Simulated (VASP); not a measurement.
Consider the following.

```xyz
6
Lattice="1.5945 -2.7618 0.0000 1.5945 2.7618 0.0000 0.0000 0.0000 13.8603" Properties=species:S:1:pos:R:3 pbc="T T T"
W      1.5945     0.9206     3.4651
W      1.5945    -0.9206    10.3953
S      1.5945     0.9206    11.9663
S      1.5945    -0.9206     5.0361
S      1.5945    -0.9206     1.8940
S      1.5945     0.9206     8.8242
```

Level of theory: PBE GGA, VASP's PBE PAW potentials (set 64) (plane waves; VASP). Numerical set-up: 400 eV cut-off, 14×14×3 Γ-centred mesh, Gaussian smearing of 0.010 eV, potentials W_sv S.

Without a dispersion term in the relaxation, distances and binding between the weakly bound layers, chains or molecules are unreliable, and so is what depends on them.

### Question
What does the run give for the energy per atom (σ→0)?

### Answer

```
Property                       Result
---------------------  --------------
energy per atom (σ→0)  -7.893 eV/atom
```

The compound is WS2 in the 2H layered structure. It was relaxed first, which changed the volume by +15 %.
